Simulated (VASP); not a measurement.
# HgSb: structure and properties in VASP, part 3 of 4

Aim: relax HgSb, then compute properties on the relaxed cell. The cell is invented: it takes the structure of COD entry 9008724, SnSb (space group 225 there), with some of its atoms replaced by other elements, volume scaled by an estimate. It may not be a known or stable phase. Left out of this account: at least 2 further runs (elastic: elastic constants of a metal on too coarse a mesh; relaxation: a spoilt try).

VASP 6.6.1, plane waves and PAW; the level of theory is named at each step.

Still holding for the runs below: This run has no spin polarisation. Its electron count is odd, so without a moment it is a metal by construction.

So far. Step 5 (Density, ELF and potential (LDA)): In this run the pressure is 0.01 GPa, small enough to go on; single stress components reach 0.01 GPa. Step 6 (Band structure (LDA)): There is no gap at this level. The relaxed cell has a = 5.866 Å (conventional setting).

The structure was built from a prototype and need not be the compound's stable phase.

### Step 7. Density of states (LDA)

Level of this step: LDA; plane waves and PAW (Hg, Sb); invented cell (VASP).

A density of states needs more k-points than a total energy, and tetrahedra (ISMEAR = -5) or a smearing that fits the mesh; LORBIT projects the states on the PAW spheres. The mesh is finer than in the run before.

INCAR

```
SYSTEM = HgSb
PREC = Accurate
ENCUT = 400
EDIFF = 1E-06
NELM = 100
ISMEAR = -5
SIGMA = 0.05
LREAL = .FALSE.
ALGO = Normal
GGA = CA
LORBIT = 11
LWAVE = .FALSE.
LCHARG = .FALSE.
NEDOS = 2001
```

POSCAR

```
HgSb
1.0
    0.0000000000      2.9330369599      2.9330369599
    2.9330369599      0.0000000000      2.9330369599
    2.9330369599      2.9330369599      0.0000000000
Hg Sb
1 1
Direct
    0.0000000000      0.0000000000      0.0000000000
    0.5000000000      0.5000000000      0.5000000000
```

KPOINTS

```
Automatic mesh
0
Gamma
10 10 10
0 0 0
```

The projector-augmented-wave data sets are Hg and Sb (LDA family, release 64).

The run is started by

```console
$ mpirun -np 1 vasp_std
```

The program printed:

```text
[... set-up lines as in an earlier step ...]
 entering main loop
       N       E                     dE             d eps       ncg     rms          rms(c)
DAV:   1     0.882315929321E+02    0.88232E+02   -0.64047E+03  1152   0.983E+02
DAV:   2    -0.279939483789E+01   -0.91031E+02   -0.85902E+02  1228   0.255E+02
DAV:   3    -0.583136544710E+01   -0.30320E+01   -0.30040E+01  1368   0.525E+01
DAV:   4    -0.584826612876E+01   -0.16901E-01   -0.16969E-01  1236   0.379E+00
DAV:   5    -0.584845109672E+01   -0.18497E-03   -0.18598E-03  1396   0.411E-01    0.533E+00
DAV:   6    -0.561865906256E+01    0.22979E+00   -0.70756E-01  1224   0.124E+01    0.438E+00
DAV:   7    -0.561111699410E+01    0.75421E-02   -0.64943E-02  1272   0.213E+00    0.235E+00
DAV:   8    -0.560668334389E+01    0.44337E-02   -0.52115E-03  1228   0.102E+00    0.161E-01
DAV:   9    -0.560656993543E+01    0.11341E-03   -0.79832E-04  1352   0.408E-01    0.333E-02
DAV:  10    -0.560655470929E+01    0.15226E-04   -0.49890E-05  1236   0.838E-02    0.187E-02
DAV:  11    -0.560654567099E+01    0.90383E-05   -0.25574E-06  1208   0.170E-02    0.169E-03
DAV:  12    -0.560654676540E+01   -0.10944E-05   -0.19011E-07   640   0.412E-03    0.507E-04
DAV:  13    -0.560654662716E+01    0.13824E-06   -0.11544E-08   660   0.997E-04
   1 F= -.56065466E+01 E0= -.56065466E+01  d E =0.000000E+00
 -----------------------------------------------------------------------------
|                                                                             |
|           W    W    AA    RRRRR   N    N  II  N    N   GGGG   !!!           |
|           W    W   A  A   R    R  NN   N  II  NN   N  G    G  !!!           |
|           W    W  A    A  R    R  N N  N  II  N N  N  G       !!!           |
|           W WW W  AAAAAA  RRRRR   N  N N  II  N  N N  G  GGG   !            |
|           WW  WW  A    A  R   R   N   NN  II  N   NN  G    G                |
|           W    W  A    A  R    R  N    N  II  N    N   GGGG   !!!           |
|                                                                             |
|     Tetrahedron method does not include variations of the Fermi             |
|     occupations, so forces and stress will be inaccurate. We suggest        |
|     using a different smearing scheme ISMEAR = 1 or 2 for metals in         |
|     relaxations.                                                            |
|                                                                             |
 -----------------------------------------------------------------------------
```

Run time: 9 s. Hardware: 1 MPI rank of Intel Xeon 6975P-C (Granite Rapids), shared host; peak memory 0.15 GiB.

Parts of OUTCAR (step 7):

```text
   k-points           NKPTS =     47   k-points in BZ     NKDIM =     47   number of bands    NBANDS=     12

   NELECT =      17.0000    total number of electrons

 E-fermi :   5.5915

 k-point     1 :       0.0000    0.0000    0.0000
  band No.  band energies     occupation
    ...
      3      -1.7989      2.00000
      4      -1.7370      2.00000
      5      -1.7370      2.00000
      6      -1.7370      2.00000
      7       5.9586      1.79386
      8       5.9586      0.00000
      9       5.9586      0.00000
     10       6.4201      0.00000
     11      13.2720      0.00000
     12      13.4690      0.00000

  Total       -0.0297212     -0.0297212     -0.0297212      0.0000000      0.0000000     -0.0000000
  in kB       -0.9436132     -0.9436132     -0.9436132      0.0000000      0.0000000     -0.0000000
  external PRESSURE =      -0.9436132 kB  Pullay stress =       0.0000000 kB

 POSITION                                       TOTAL-FORCE (eV/Angst)
 -----------------------------------------------------------------------------------
      0.00000      0.00000      0.00000        -0.000000      0.000000      0.000000
      2.93304      2.93304      2.93304         0.000000     -0.000000     -0.000000
 -----------------------------------------------------------------------------------
    total drift:                               -0.000000      0.000000      0.000000

  FREE ENERGIE OF THE ION-ELECTRON SYSTEM (eV)
  ---------------------------------------------------
  free  energy   TOTEN  =        -5.6065466272 eV

  energy  without entropy=       -5.6065466272  energy(sigma->0) =       -5.60654663

[... 6 parts as in an earlier step ...]

[... 10 further parts left out ...]
```

With tetrahedra the forces and stress of a metal are not exact derivatives of the energy.

Numbers from this step:

```yaml
scf_cycles: 13
irreducible_k_points: 47
free_energy_toten: -5.607 eV
fermi_energy: 5.591 eV
pressure: -0.09436 GPa
dos_at_the_fermi_level_one_point_of_the_energy_grid: 1.128 states/eV/cell
```

The density of states has structure finer than the step of the table below, so its rows give means over 0.5 eV, whole bins alone (the curve runs from -12.0 to 3.82 eV). Peaks (eV: height): total -9.88: 4.65, -7.68: 13.3, -7.40: 21.5, -7.12: 18.0; Hg d -7.68: 10.8, -7.40: 18.8, -7.12: 16.8; Sb s -9.88: 2.04.

States under -12.0 eV and over 3.8 eV are left out. The density of states by energy, zero at the Fermi level; means over each step; values in states/eV/cell:

```tsv
energy (eV)	total	Hg d	Sb s
-11.5	0.161	3.2e-4	0.0621
-11.0	0.381	0.00551	0.153
-10.5	0.810	0.0630	0.341
-10.0	2.48	0.459	1.08
-9.5	0.181	0.0161	0.0887
-9.0	0	0	0
-8.5	0	0	0
-8.0	0.624	0.451	5.3e-4
-7.5	11.6	9.85	0.0329
-7.0	6.72	6.13	0.0541
-6.5	0.830	0.575	0.0823
-6.0	0.687	0.378	0.0792
-5.5	0.766	0.156	0.0293
-5.0	1.10	0.164	0.0670
-4.5	0.752	0.0914	0.0751
-4.0	0.518	0.0567	0.0655
-3.5	0.658	0.0514	0.0591
-3.0	0.637	0.0445	0.0419
-2.5	0.720	0.0494	0.0323
-2.0	0.960	0.0577	0.0237
-1.5	1.06	0.0650	0.0215
-1.0	1.06	0.0698	0.0192
-0.5	1.07	0.0713	0.0195
0.0	1.07	0.0720	0.0212
0.5	1.05	0.0743	0.0223
1.0	0.987	0.0804	0.0214
1.5	0.658	0.0481	0.0162
2.0	0.530	0.0263	0.0164
2.5	0.908	0.0479	0.0255
3.0	0.941	0.0387	0.0412
3.5	0.360	0.0115	0.0302
```

The finer mesh and the other smearing move the Fermi level by -0.05 eV from the 7×7×7 run, one measure of the sampling error in the zero of the bands above.

### Step 8. Zone-centre phonons (LDA)

Zone-centre modes test whether the atoms sit at a minimum within this cell. IBRION = 8 takes the force constants from linear response, which needs tightly converged orbitals.

INCAR

```
SYSTEM = HgSb
PREC = Accurate
ENCUT = 400
EDIFF = 1E-08
NELM = 100
ISMEAR = -1
SIGMA = 0.05
LREAL = .FALSE.
ALGO = Normal
GGA = CA
LORBIT = 11
LWAVE = .FALSE.
LCHARG = .FALSE.
IBRION = 8
ISIF = 2
```

POSCAR is that of step 7.

KPOINTS

```
Automatic mesh
0
Gamma
7 7 7
0 0 0
```

The run is started by

```console
$ mpirun -np 1 vasp_std
```

The program printed:

```text
[... set-up lines as in an earlier step ...]
 entering main loop
       N       E                     dE             d eps       ncg     rms          rms(c)
[... 10 cycles as in an earlier step ...]
DAV:  11    -0.558409517601E+01    0.17505E-06   -0.21282E-06   576   0.154E-02    0.153E-03
DAV:  12    -0.558409517681E+01   -0.79922E-09   -0.13568E-07   540   0.333E-03    0.661E-04
DAV:  13    -0.558409517722E+01   -0.40632E-09   -0.11935E-09   304   0.428E-04
   1 F= -.55840952E+01 E0= -.55769953E+01  d E =-.141997E-01
 Linear response reoptimize wavefunctions to high precision
DAV:   1    -0.558409517711E+01    0.10323E-09   -0.65211E-10   380   0.376E-04
DAV:   2    -0.558409517716E+01   -0.45702E-10   -0.74825E-11   284   0.722E-05
 Linear response DOF=           2
 Linear response progress:
  Degree of freedom:   1/  2
       N       E                     dE             d eps       ncg     rms          rms(c)
RMM:   1    -0.373885171744E+00   -0.37389E+00   -0.14297E-01  1535   0.339E+00
RMM:   2    -0.372584168759E+00    0.13010E-02   -0.14142E-03  1470   0.322E-01    0.462E-02
RMM:   3    -0.372199022664E+00    0.38515E-03   -0.95685E-05  1484   0.713E-02    0.255E-02
RMM:   4    -0.371960005685E+00    0.23902E-03   -0.47088E-05  1529   0.491E-02    0.101E-02
RMM:   5    -0.371946463884E+00    0.13542E-04   -0.11225E-06  1561   0.767E-03    0.669E-04
RMM:   6    -0.371934880197E+00    0.11584E-04   -0.12315E-07  1560   0.223E-03    0.313E-04
RMM:   7    -0.371933495176E+00    0.13850E-05   -0.28749E-08  1544   0.642E-04    0.441E-05
RMM:   8    -0.371933005109E+00    0.49007E-06   -0.22527E-08  1626   0.149E-04    0.151E-05
RMM:   9    -0.371932925714E+00    0.79395E-07   -0.22938E-08  1603   0.905E-05    0.377E-06
RMM:  10    -0.371932944791E+00   -0.19078E-07   -0.22391E-08  1480   0.799E-05    0.551E-07
RMM:  11    -0.371932956156E+00   -0.11364E-07   -0.21297E-08   954   0.763E-05    0.217E-07
RMM:  12    -0.371932956457E+00   -0.30157E-09   -0.18304E-08   831   0.761E-05    0.106E-07
 first order change of Fermi-energy  -0.15916E-03
 force on displaced ion       1 direction 1 :  -4.021   0.000   0.000
 Linear response progress:
  Degree of freedom:   2/  2
       N       E                     dE             d eps       ncg     rms          rms(c)
RMM:   1    -0.253100957716E-01   -0.25310E-01    0.10601E-02  1595   0.141E+00
RMM:   2    -0.240860314554E-01    0.12241E-02   -0.15238E-03  1506   0.263E-01    0.385E-02
RMM:   3    -0.240200934957E-01    0.65938E-04   -0.33495E-05  1537   0.438E-02    0.211E-02
RMM:   4    -0.239466530417E-01    0.73440E-04   -0.87551E-06  1516   0.207E-02    0.382E-03
RMM:   5    -0.239326130907E-01    0.14040E-04   -0.20859E-07  1555   0.361E-03    0.678E-04
RMM:   6    -0.239327085179E-01   -0.95427E-07   -0.31075E-08  1543   0.116E-03    0.194E-04
RMM:   7    -0.239331504438E-01   -0.44193E-06   -0.51277E-09  1454   0.253E-04    0.482E-05
RMM:   8    -0.239331933788E-01   -0.42935E-07   -0.87222E-10  1606   0.671E-05    0.104E-05
RMM:   9    -0.239331725655E-01    0.20813E-07   -0.26611E-10  1586   0.331E-05    0.139E-06
RMM:  10    -0.239331748824E-01   -0.23169E-08    0.12694E-08  1227   0.182E-05    0.655E-07
 first order change of Fermi-energy   0.36462E-03
 force on displaced ion       2 direction 1 :  -4.015   0.000   0.000
 Linear response finished
```

It took 24 s on 1 MPI rank; peak memory 0.18 GiB.

Parts of OUTCAR (step 8):

```text
   NELECT =      17.0000    total number of electrons

  Total        0.0017292      0.0017292      0.0017292     -0.0000000      0.0000000     -0.0000000
  in kB        0.0548991      0.0548991      0.0548991     -0.0000000      0.0000000     -0.0000000
  external PRESSURE =       0.0548991 kB  Pullay stress =       0.0000000 kB

 POSITION                                       TOTAL-FORCE (eV/Angst)
 -----------------------------------------------------------------------------------
      0.00000      0.00000      0.00000        -0.000000      0.000000     -0.000000
      2.93304      2.93304      2.93304         0.000000     -0.000000      0.000000
 -----------------------------------------------------------------------------------
    total drift:                               -0.000000      0.000000      0.000000

 Eigenvectors and eigenvalues of the dynamical matrix
 ----------------------------------------------------

   1 f  =    3.599792 THz    22.618157 2PiTHz  120.076120 cm-1    14.887535 meV
             X         Y         Z           dx          dy          dz
      0.000000  0.000000  0.000000     0.000000    0.000000   -0.614853
      2.933037  2.933037  2.933037     0.000000    0.000000    0.788642

   2 f  =    3.599792 THz    22.618157 2PiTHz  120.076120 cm-1    14.887535 meV
             X         Y         Z           dx          dy          dz
      0.000000  0.000000  0.000000    -0.614853    0.000000    0.000000
      2.933037  2.933037  2.933037     0.788642   -0.000000    0.000000

   3 f  =    3.599792 THz    22.618157 2PiTHz  120.076120 cm-1    14.887535 meV
             X         Y         Z           dx          dy          dz
      0.000000  0.000000  0.000000     0.000000    0.614853   -0.000000
      2.933037  2.933037  2.933037    -0.000000   -0.788642    0.000000

   4 f/i=    0.001252 THz     0.007869 2PiTHz    0.041774 cm-1     0.005179 meV
             X         Y         Z           dx          dy          dz
      0.000000  0.000000  0.000000     0.482175    0.542391   -0.308666
      2.933037  2.933037  2.933037     0.375921    0.422867   -0.240647

   5 f/i=    0.001252 THz     0.007869 2PiTHz    0.041774 cm-1     0.005179 meV
             X         Y         Z           dx          dy          dz
      0.000000  0.000000  0.000000     0.540788   -0.168468    0.548746
      2.933037  2.933037  2.933037     0.421618   -0.131343    0.427822

   6 f/i=    0.001252 THz     0.007869 2PiTHz    0.041774 cm-1     0.005179 meV
             X         Y         Z           dx          dy          dz
      0.000000  0.000000  0.000000     0.311466   -0.547162   -0.474930
      2.933037  2.933037  2.933037     0.242830   -0.426587   -0.370272

 ELASTIC MODULI CONTR FROM IONIC RELAXATION (kBar)
 Direction    XX          YY          ZZ          XY          YZ          ZX
 --------------------------------------------------------------------------------
 XX           0.0000      0.0000      0.0000      0.0000      0.0000      0.0000
 YY           0.0000      0.0000      0.0000      0.0000      0.0000      0.0000
 ZZ           0.0000      0.0000      0.0000      0.0000      0.0000      0.0000
 XY           0.0000      0.0000      0.0000      0.0000      0.0000      0.0000
 YZ           0.0000      0.0000      0.0000      0.0000      0.0000      0.0000
 ZX           0.0000      0.0000      0.0000      0.0000      0.0000      0.0000
 --------------------------------------------------------------------------------

[... 8 parts as in an earlier step ...]

[... 3 further parts left out ...]
```

Energies printed during the response cycles are not total energies of the cell.

Numbers from this step:

* irreducible k-points: 20
* pressure of the cell: 0.005490 GPa
* largest force of the cell: 0 eV/Å
* Fermi energy: 5.644 eV

The modes at Γ (shares of kinetic energy by element, %):

```tsv
mode	frequency (cm⁻¹)	symmetry	Hg %	Sb %
1	0.0	acoustic	62	38
2	0.0	acoustic	62	38
3	0.0	acoustic	62	38
4	120.1	T1u	38	62
5	120.1	T1u	38	62
6	120.1	T1u	38	62
```

Displacements in mode 5 (120.1 cm⁻¹), the largest set to 1:
```
Hg1 -0.61  0.00  0.00
Sb2  1.00  0.00  0.00
```

The three acoustic modes come out at zero, and all others are real. By the characters of their eigenvectors the optical modes sort into (cm⁻¹) infrared active: T1u 120.

[end of part 3 of 4]

[Lines on the potential files, build, host, timing and source positions are cut from VASP's logs without a mark.]

[Logs are printed without paths, hosts, clocks, repeated set-up lines and the standing remarks that a program may print on its own settings, such as how far it seeks lower states.]

[Hosts, paths, dates, database ids (printed as entryN), source tags and the programs' standing remarks are cut or masked in the printed files.]

[A measured line is paired with the nearest computed mode of its activity, which favours agreement.]

[In band tables of VASP the shares of atoms and orbitals are scaled to a sum of 1 inside the atoms' spheres.]
